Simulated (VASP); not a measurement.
An input for Quantum ESPRESSO's pw.x (written as the equivalent of a VASP run, and not itself run):

```
&CONTROL
  calculation = 'vc-relax'
  pseudo_dir = './pseudo'
  outdir = './out'
  tprnfor = .true.
  tstress = .true.
  nstep = 30
  forc_conv_thr = 0.00039
/
&SYSTEM
  ibrav = 0
  nat = 6
  ntyp = 2
  ecutwfc = 74
  occupations = 'smearing'
  smearing = 'gaussian'
  degauss = 0.003675
  input_dft = 'pbesol'
/
&ELECTRONS
  conv_thr = 7.3e-09
  electron_maxstep = 100
/
&IONS
/
&CELL
  cell_dofree = 'shape'
/
ATOMIC_SPECIES
  W 183.840 W.upf
  S 32.060 S.upf
CELL_PARAMETERS angstrom
     1.6046106   -2.7792670    0.0000000
     1.6046106    2.7792670    0.0000000
     0.0000000    0.0000000   12.8891247
ATOMIC_POSITIONS crystal
  W    0.3333330  0.6666670  0.2500000
  W    0.6666670  0.3333330  0.7500000
  S    0.3333330  0.6666670  0.8740071
  S    0.6666670  0.3333330  0.3740071
  S    0.6666670  0.3333330  0.1259929
  S    0.3333330  0.6666670  0.6259929
K_POINTS automatic
  8 8 2 0 0 0
```

Task: Translate this input to VASP (INCAR, KPOINTS, POSCAR, choice of POTCAR).

Result: Several could match; the one computed here: 
File KPOINTS:
```
kpoints
0
Gamma
8 8 2
0 0 0
```

### INCAR
```
SYSTEM  =  WS2
PREC  =  Accurate; ENCUT  =  520; LREAL  =  .FALSE.
LASPH  =  .TRUE.
EDIFF  =  1E-7; NELM  =  100; ALGO  =  Normal
LMAXMIX  =  6
ISMEAR  =  0; SIGMA  =  0.05
GGA  =  PS
IBRION  =  2; NSW  =  30; ISIF  =  4
EDIFFG  =  -0.01
LWAVE  =  .FALSE.; LCHARG  =  .FALSE.
```

**POSCAR**
```
WS2
1.0
  1.6046105845  -2.7792670365   0.0000000000
  1.6046105845   2.7792670365   0.0000000000
  0.0000000000   0.0000000000  12.8891247111
W S
2 4
Cart
  1.6046105845   0.9264241983   3.2222811778
  1.6046105845  -0.9264241983   9.6668435333
  1.6046105845   0.9264241983  11.2651867822
  1.6046105845  -0.9264241983   4.8206244267
  1.6046105845  -0.9264241983   1.6239379289
  1.6046105845   0.9264241983   8.0685002844
```

POTCAR, in this order: W_sv S (PBE.64 set). Program: vasp_std.

The two are equivalent in intent, not identical: the potentials are each code's own (VASP's PAW set, PseudoDojo norm-conserving files in pw.x), so ENCUT and ecutwfc are chosen apart and not converted; conv_thr bounds pw.x's estimated SCF error, while EDIFF bounds the energy change between steps; forc_conv_thr acts on force components and is met together with etot_conv_thr.

The compound is WS2 in the 2H layered structure. This cell is one point of a volume scan, at 1.06 of the reference volume. Symmetry was kept, so distortions that lower it aren't found.
